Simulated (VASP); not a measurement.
## linear W chain, spacing 2.521 A: magnetic orders

Is linear W chain, spacing 2.521 A a ferromagnet or an antiferromagnet at this level?

Main program and level: VASP 6.6.1; PBE, spin-polarised from a ferromagnetic start; plane waves and PAW (W), in the first sound run; inputs show where later runs differ.

### 1. Set-up

The cell holds 2 atoms: 2 W. Cell: a = 12.000 Å, b = 12.000 Å, c = 5.042 Å, α = 90.0°, β = 90.0°, γ = 90.0°. It derives from W (linear W chain, spacing 2.521 A), repeated 1×1×2. model lattice. Vacuum lies along a and b. The structure's axis is c.

Coordinates:

```xyz
2
Lattice="12.0000 0.0000 0.0000 0.0000 12.0000 0.0000 0.0000 0.0000 5.0420" Properties=species:S:1:pos:R:3
W     6.0000    6.0000    0.0000
W     6.0000    6.0000    2.5210
```

### 2. Relax in the ferromagnetic state

All later runs share one geometry, relaxed here from a start with parallel moments; where they turned over, the text says so.

INCAR

```
SYSTEM = W
PREC = Normal
ENCUT = 350
EDIFF = 1E-05
NELM = 120
ISMEAR = 1
SIGMA = 0.05
LREAL = .FALSE.
ALGO = Normal
GGA = PE
NBANDS = 15
ISPIN = 2
MAGMOM = 1 1
LASPH = .TRUE.
LMAXMIX = 4
LORBIT = 11
LWAVE = .FALSE.
LCHARG = .FALSE.
NCORE = 2
IBRION = 2
NSW = 30
ISIF = 2
EDIFFG = -0.02
POTIM = 0.4
MAXMIX = 40
```

POSCAR

```
W
1.0
   12.0000000000      0.0000000000      0.0000000000
    0.0000000000     12.0000000000      0.0000000000
    0.0000000000      0.0000000000      5.0420000000
W
2
Direct
    0.5000000000      0.5000000000      0.0000000000
    0.5000000000      0.5000000000      0.5000000000
```

KPOINTS

```
Automatic mesh
0
Gamma
1 1 8
0 0 0
```

PAW data sets: W (PBE family, release 64).

Command:

```bash
$ mpirun -np 2 vasp_std
```

What it wrote:

```text
[banner, memory and clock lines left out]
running    2 mpi-ranks, on    1 nodes
 distrk:  each k-point on    2 cores,    1 groups
 distr:  one band on    2 cores,    1 groups

 POSCAR found type information on POSCAR W
 POSCAR found :  1 types and       2 ions
 LDA part: xc-table for (Slater+PW92), standard interpolation
 POSCAR, INCAR and KPOINTS ok, starting setup
 FFT: planning ... GRIDC
 FFT: planning ... GRID_SOFT
 FFT: planning ... GRID
 WAVECAR not read
 entering main loop
       N       E                     dE             d eps       ncg     rms          rms(c)
DAV:   1     0.417997321771E+02    0.41800E+02   -0.18798E+03   300   0.331E+02
DAV:   2    -0.768054645750E+00   -0.42568E+02   -0.39788E+02   600   0.476E+01
DAV:   3    -0.140338713144E+02   -0.13266E+02   -0.11989E+02   458   0.363E+01
DAV:   4    -0.146305131180E+02   -0.59664E+00   -0.57809E+00   357   0.104E+01
DAV:   5    -0.146471075992E+02   -0.16594E-01   -0.16560E-01   456   0.149E+00    0.114E+01
DAV:   6    -0.138477996373E+02    0.79931E+00   -0.57589E-01   321   0.353E+00    0.567E+00
DAV:   7    -0.136409582421E+02    0.20684E+00   -0.36825E-01   371   0.298E+00    0.143E+00
DAV:   8    -0.136830017252E+02   -0.42043E-01   -0.28966E-02   321   0.832E-01    0.114E+00
DAV:   9    -0.136840548484E+02   -0.10531E-02   -0.74443E-03   300   0.440E-01    0.740E-01
DAV:  10    -0.136717347874E+02    0.12320E-01   -0.83906E-03   323   0.364E-01    0.510E-01
DAV:  11    -0.136708165978E+02    0.91819E-03   -0.38093E-03   308   0.327E-01    0.170E-01
DAV:  12    -0.136827710105E+02   -0.11954E-01   -0.34992E-03   307   0.190E-01    0.870E-02
DAV:  13    -0.136902480694E+02   -0.74771E-02   -0.14035E-03   347   0.104E-01    0.534E-02
DAV:  14    -0.136966422833E+02   -0.63942E-02   -0.11101E-03   340   0.829E-02    0.311E-02
DAV:  15    -0.136965770108E+02    0.65273E-04   -0.27882E-04   339   0.597E-02    0.157E-02
DAV:  16    -0.136969462016E+02   -0.36919E-03   -0.38480E-05   321   0.297E-02    0.102E-02
DAV:  17    -0.136972599687E+02   -0.31377E-03   -0.20018E-05   300   0.228E-02    0.478E-03
DAV:  18    -0.136975245397E+02   -0.26457E-03   -0.54051E-05   300   0.404E-02    0.460E-03
DAV:  19    -0.136975477165E+02   -0.23177E-04   -0.33628E-05   292   0.191E-02    0.326E-03
DAV:  20    -0.136975753421E+02   -0.27626E-04   -0.27241E-06   227   0.849E-03    0.256E-03
DAV:  21    -0.136976193969E+02   -0.44055E-04   -0.52101E-06   227   0.688E-03    0.173E-03
DAV:  22    -0.136976302977E+02   -0.10901E-04   -0.22966E-06   220   0.497E-03    0.837E-04
DAV:  23    -0.136976361392E+02   -0.58415E-05   -0.13174E-06   220   0.310E-03
   1 F= -.13697636E+02 E0= -.13699038E+02  d E =-.136976E+02  mag=     1.5161
 curvature:   0.00 expect dE= 0.000E+00 dE for cont linesearch  0.000E+00
 trial: gam= 0.00000 g(F)=  0.422E-63 g(S)=  0.000E+00 ort = 0.000E+00 (trialstep = 0.100E+01)
 search vector abs. value=  0.100E-09
 reached required accuracy - stopping structural energy minimisation
```

Wall time 34 s (2 MPI ranks of AMD EPYC 7R43, shared host); peak memory 0.4 GiB; 66 s of CPU time.

Lines that name or quote the potential files are left out of all logs, and their timing lines are given in words.

Parts of OUTCAR (step 2):

```text
ion  position               nearest neighbor table
   1  0.500  0.500  0.000-   2 2.52   2 2.52
   2  0.500  0.500  0.500-   1 2.52   1 2.52

  LATTYP: Found a simple tetragonal cell.
 ALAT       =    12.0000000000
 C/A-ratio  =     0.4201666667

 Subroutine GETGRP returns: Found 16 space group operations
 (whereof 16 operations were pure point group operations)

The static configuration has the point symmetry D_4h.

 Found      5 irreducible k-points:

   k-points           NKPTS =      5   k-points in BZ     NKDIM =      5   number of bands    NBANDS=     15

   dimension x,y,z NGX =    56 NGY =   56 NGZ =   24
   dimension x,y,z NGXF=   112 NGYF=  112 NGZF=   48

   ENCUT  =  350.0 eV  25.72 Ry    5.07 a.u.  18.31 18.31  7.69*2*pi/ulx,y,z

   NELECT =      12.0000    total number of electrons

 k-points in reciprocal lattice and weights: Automatic mesh
   0.00000000  0.00000000  0.00000000       0.125
   0.00000000  0.00000000  0.12500000       0.250
   0.00000000  0.00000000  0.25000000       0.250
   0.00000000  0.00000000  0.37500000       0.250
   0.00000000  0.00000000  0.50000000       0.125

 average (electrostatic) potential at core
       1 -49.7556       2 -49.7556

 E-fermi :  -4.1119

 spin component 1
 k-point     1 :       0.0000    0.0000    0.0000
  band No.  band energies     occupation
    ...
      2      -6.4635      1.00000
      3      -6.4635      1.00000
      4      -5.8722      1.00000
      5      -4.8674      1.00000
      6      -4.8672      1.00000
      7      -3.3592     -0.00000
      8      -3.3592     -0.00000
      9      -3.0846      0.00000
     10      -2.3101      0.00000
     11      -2.3101      0.00000
    ...

 k-point     2 :       0.0000    0.0000    0.1250
  band No.  band energies     occupation
    ...
      2      -6.3406      1.00000
      3      -6.3406      1.00000
      4      -5.7816      1.00000
      5      -4.8191      1.00000
      6      -4.8189      1.00000
      7      -3.4285     -0.00000
      8      -3.4285     -0.00000
      9      -3.3069     -0.00000
     10      -2.4838      0.00000
     11      -2.4838      0.00000
    ...

 k-point     3 :       0.0000    0.0000    0.2500
  band No.  band energies     occupation
    ...
      2      -5.9793      1.00000
      3      -5.9793      1.00000
      4      -5.5015      1.00000
      5      -4.6783      1.00000
      6      -4.6782      1.00000
      7      -3.8617     -0.00000
      8      -3.6192     -0.00000
      9      -3.6192     -0.00000
     10      -3.0259      0.00000
     11      -3.0259      0.00000
    ...

 k-point     4 :       0.0000    0.0000    0.3750
  band No.  band energies     occupation
    ...
      3      -5.4028      1.00000
      4      -4.9850      1.00000
      5      -4.5883      1.00000
      6      -4.4584      1.00000
      7      -4.4583      1.00000
      8      -3.8880     -0.00000
      9      -3.8880     -0.00000
     10      -3.8179     -0.00000
     11      -3.8179     -0.00000
     12      -2.6330      0.00000
    ...

 k-point     5 :       0.0000    0.0000    0.5000
  band No.  band energies     occupation
    ...
      6      -4.6561      1.00000
      7      -4.1832      1.03079
      8      -4.1832      1.03079
      9      -4.1832      1.03083
     10      -4.1832      1.03083
     11      -4.0594     -0.02956
     12      -4.0594     -0.02956
     13       0.4707      0.00000
     14       0.4707      0.00000
     15       0.4707      0.00000
    ...

 spin component 2
 k-point     1 :       0.0000    0.0000    0.0000
  band No.  band energies     occupation
    ...
      2      -6.2337      1.00000
      3      -6.2337      1.00000
      4      -5.3806      1.00000
      5      -4.2205      1.00442
      6      -4.2202      1.00451
      7      -2.6121      0.00000
      8      -2.6121      0.00000
      9      -2.4183      0.00000
     10      -2.0665      0.00000
     11      -2.0665      0.00000
    ...

  Total       -0.0811807     -0.0811807    -15.0265194      0.0000000      0.0000000      0.0000000
  in kB       -0.1791422     -0.1791422    -33.1591696      0.0000000      0.0000000      0.0000000
  external PRESSURE =     -11.1724847 kB  Pullay stress =       0.0000000 kB

  energy-cutoff  :      350.00
  volume of cell :      726.05
      direct lattice vectors                 reciprocal lattice vectors
    12.000000000  0.000000000  0.000000000     0.083333333  0.000000000  0.000000000
     0.000000000 12.000000000  0.000000000     0.000000000  0.083333333  0.000000000
     0.000000000  0.000000000  5.042000000     0.000000000  0.000000000  0.198333994

 POSITION                                       TOTAL-FORCE (eV/Angst)
 -----------------------------------------------------------------------------------
      6.00000      6.00000      0.00000         0.000000      0.000000     -0.000000
      6.00000      6.00000      2.52100         0.000000      0.000000      0.000000
 -----------------------------------------------------------------------------------
    total drift:                                0.000000      0.000000      0.000000

  FREE ENERGIE OF THE ION-ELECTRON SYSTEM (eV)
  ---------------------------------------------------
  free  energy   TOTEN  =       -13.6976361392 eV

  energy  without entropy=      -13.7018428115  energy(sigma->0) =      -13.69903836

 reached required accuracy - stopping structural energy minimisation

 total charge
# of ion       s       p       d       tot
------------------------------------------
    1        0.709   0.166   3.929   4.805
    2        0.709   0.166   3.929   4.805
--------------------------------------------------
tot          1.419   0.333   7.859   9.610

 magnetization (x)
# of ion       s       p       d       tot
------------------------------------------
    1        0.011  -0.009   0.626   0.628
    2        0.011  -0.009   0.626   0.628
--------------------------------------------------
tot          0.021  -0.018   1.253   1.256

[... 4 further parts left out ...]
```

CONTCAR:

```
W
   1.00000000000000
    12.0000000000000000    0.0000000000000000    0.0000000000000000
     0.0000000000000000   12.0000000000000000    0.0000000000000000
     0.0000000000000000    0.0000000000000000    5.0419999999999998
  W
     2
Direct
     0.5000000000000000    0.5000000000000000    0.0000000000000000
     0.5000000000000000    0.5000000000000000    0.5000000000000000
```

The data set W keeps the semicore shell frozen, which is cheaper and a little less accurate. The run keeps the 16 symmetry operations of its start, so it cannot find a distortion of lower symmetry.

The forces vanish from the start, and no atom moves.

This step gave:

```yaml
electronic_cycles: 23
electrons: 12
free_energy_toten: -13.70 eV
energy_at_zero_smearing: -13.70 eV
fermi_energy: -4.112 eV
moment_of_the_cell_from_the_last_line_of_the_log: 1.516 μB
labelled_metallic_from_the_levels_on_this_mesh: yes
```

Spin moment in the PAW sphere by atom:

```
atom  spin moment in the PAW sphere (μB)
  W1                               0.628
  W2                               0.628
```

The start already met the threshold, so nothing moved.

### 3. Magnetic order, start order fm, signs ++

This step: PBE, spin-polarised, from parallel moments; plane waves and PAW (W) (VASP 6.6.1).

Each run starts from other signs of the moments at the same geometry and cutoff; gentle mixing helps it keep them. Any wave vector in a name is a fraction of the reciprocal vectors of the first cell as typed.

INCAR

```
SYSTEM = W
PREC = Normal
ENCUT = 350
EDIFF = 1E-06
NELM = 150
ISMEAR = 1
SIGMA = 0.05
LREAL = .FALSE.
ALGO = Normal
GGA = PE
NBANDS = 15
ISPIN = 2
MAGMOM = 1 1
LASPH = .TRUE.
LMAXMIX = 4
LORBIT = 11
LWAVE = .FALSE.
LCHARG = .TRUE.
NCORE = 2
AMIX = 0.2
BMIX = 1E-04
AMIX_MAG = 0.8
BMIX_MAG = 1E-04
```

POSCAR is that of step 2.

KPOINTS is that of step 2.

Command:

```bash
$ mpirun -np 2 vasp_std
```

What it wrote:

```text
[... set-up lines as in an earlier step ...]
 entering main loop
       N       E                     dE             d eps       ncg     rms          rms(c)
[... 5 cycles as in an earlier step ...]
DAV:   6    -0.141182837470E+02    0.52882E+00   -0.19508E-01   364   0.207E+00    0.846E+00
DAV:   7    -0.137485211166E+02    0.36976E+00   -0.17026E+00   367   0.520E+00    0.198E+00
DAV:   8    -0.137269291373E+02    0.21592E-01   -0.33224E-02   342   0.824E-01    0.145E+00
DAV:   9    -0.137080550369E+02    0.18874E-01   -0.11099E-02   375   0.449E-01    0.776E-01
DAV:  10    -0.137017901953E+02    0.62648E-02   -0.77999E-03   343   0.383E-01    0.405E-01
DAV:  11    -0.136973330794E+02    0.44571E-02   -0.80962E-03   338   0.427E-01    0.150E-01
DAV:  12    -0.136975519352E+02   -0.21886E-03   -0.73524E-04   410   0.127E-01    0.130E-01
DAV:  13    -0.136976535183E+02   -0.10158E-03   -0.13771E-04   362   0.492E-02    0.610E-02
DAV:  14    -0.136976878707E+02   -0.34352E-04   -0.45403E-05   316   0.313E-02    0.398E-02
DAV:  15    -0.136976528108E+02    0.35060E-04   -0.43206E-05   314   0.308E-02    0.181E-02
DAV:  16    -0.136976541179E+02   -0.13071E-05   -0.89933E-06   379   0.131E-02    0.835E-03
DAV:  17    -0.136976529958E+02    0.11221E-05   -0.35856E-06   321   0.835E-03    0.348E-03
DAV:  18    -0.136976526381E+02    0.35766E-06   -0.52693E-07   241   0.336E-03
   1 F= -.13697653E+02 E0= -.13699056E+02  d E =0.421020E-02  mag=     1.5159
```

The job ended after 34 s (2 MPI ranks; peak memory 0.38 GiB).

From OUTCAR (step 3):

```text
The static configuration has the point symmetry D_4h.

 Found      5 irreducible k-points:

   NELECT =      12.0000    total number of electrons

 E-fermi :  -4.1122

 spin component 1
 k-point     1 :       0.0000    0.0000    0.0000
  band No.  band energies     occupation
    ...
      2      -6.4637      1.00000
      3      -6.4637      1.00000
      4      -5.8723      1.00000
      5      -4.8676      1.00000
      6      -4.8674      1.00000
      7      -3.3594     -0.00000
      8      -3.3594     -0.00000
      9      -3.0847      0.00000
     10      -2.3102      0.00000
     11      -2.3102      0.00000
    ...

 k-point     2 :       0.0000    0.0000    0.1250
  band No.  band energies     occupation
    ...
      2      -6.3408      1.00000
      3      -6.3408      1.00000
      4      -5.7817      1.00000
      5      -4.8193      1.00000
      6      -4.8191      1.00000
      7      -3.4287     -0.00000
      8      -3.4287     -0.00000
      9      -3.3070     -0.00000
     10      -2.4839      0.00000
     11      -2.4839      0.00000
    ...

 k-point     3 :       0.0000    0.0000    0.2500
  band No.  band energies     occupation
    ...
      2      -5.9795      1.00000
      3      -5.9795      1.00000
      4      -5.5017      1.00000
      5      -4.6784      1.00000
      6      -4.6784      1.00000
      7      -3.8618     -0.00000
      8      -3.6194     -0.00000
      9      -3.6194     -0.00000
     10      -3.0261      0.00000
     11      -3.0261      0.00000
    ...

 k-point     4 :       0.0000    0.0000    0.3750
  band No.  band energies     occupation
    ...
      3      -5.4030      1.00000
      4      -4.9852      1.00000
      5      -4.5884      1.00000
      6      -4.4586      1.00000
      7      -4.4585      1.00000
      8      -3.8882     -0.00000
      9      -3.8882     -0.00000
     10      -3.8181     -0.00000
     11      -3.8181     -0.00000
     12      -2.6332      0.00000
    ...

  Total       -0.0779174     -0.0779174    -15.0254200      0.0000000     -0.0000000      0.0000000
  in kB       -0.1719410     -0.1719410    -33.1567436      0.0000000     -0.0000000      0.0000000
  external PRESSURE =     -11.1668752 kB  Pullay stress =       0.0000000 kB

 POSITION                                       TOTAL-FORCE (eV/Angst)
 -----------------------------------------------------------------------------------
      6.00000      6.00000      0.00000         0.000000      0.000000      0.000000
      6.00000      6.00000      2.52100         0.000000      0.000000      0.000000
 -----------------------------------------------------------------------------------
    total drift:                                0.000000      0.000000      0.000000

  FREE ENERGIE OF THE ION-ELECTRON SYSTEM (eV)
  ---------------------------------------------------
  free  energy   TOTEN  =       -13.6976526381 eV

  energy  without entropy=      -13.7018628420  energy(sigma->0) =      -13.69905604

 magnetization (x)
# of ion       s       p       d       tot
------------------------------------------
    1        0.011  -0.009   0.627   0.628
    2        0.011  -0.009   0.627   0.628
--------------------------------------------------
tot          0.021  -0.018   1.253   1.256

[... 9 parts as in an earlier step ...]

[... 7 further parts left out ...]
```

This step gave:

| Property | Result |
| --- | --- |
| electronic cycles | 18 |

Spin density in the ca plane at fractional y = 0.500, with atoms of W within 0.2 Å of it.

Ten even steps from '_' (-0.01 e/Å³) to '@' (0.17 e/Å³), each cell a mean:
```
____________________________
____________________________
____________________________
____________________________
____________________________
____________________________
____________________________
____________________________
......____..........____....
==::..__....--==::..__....--
@@==..____::##@@==..____::##
@@::________++@@::________++
@@--______..**@@--______..**
%%==..____::**%%==..____::**
::....__....::::....__....::
....________......________..
____________________________
____________________________
____________________________
____________________________
____________________________
____________________________
____________________________
____________________________
```
Columns run along c (5.0 Å), rows up along a (12.0 Å). Atoms in or near the plane, at fractional coordinates: W at (0.00, 0.50), W at (0.50, 0.50).

Valence density in the ca plane at fractional y = 0.500, with atoms of W within 0.2 Å of it. It is the smooth field of the valence electrons, not physical close to the nuclei.

Ten even steps from '0' (0.00 e/Å³) to '9' (0.83 e/Å³), each cell a mean:
```
00000000000000
00000000000000
00000000000000
00000000000000
00000000000000
00000000000000
00000000000000
00000000000000
00000000000000
22211222221122
66544566654456
98756799875679
88655788865578
54333455433345
11111111111111
00000000000000
00000000000000
00000000000000
00000000000000
00000000000000
00000000000000
00000000000000
00000000000000
00000000000000
```
Columns run along c (5.0 Å), rows up along a (12.0 Å). Atoms in or near the plane, at fractional coordinates: W at (0.00, 0.50), W at (0.50, 0.50).

The largest moment at the end is 0.63 μB, and the moments of the cell sum to 1.52 μB.

(Part 1 of 2 ends here.)

[Lines on the potential files, build, host, timing and source positions are cut from VASP's logs without a mark.]

[Logs are printed without paths, hosts, clocks, repeated set-up lines and the standing remarks that a program may print on its own settings, such as how far it seeks lower states.]

[Hosts, paths, dates, database ids (printed as entryN), source tags and the programs' standing remarks are cut or masked in the printed files.]

[In band tables of VASP the shares of atoms and orbitals are scaled to a sum of 1 inside the atoms' spheres.]

[Runs that stopped without an error message from VASP are left out.]
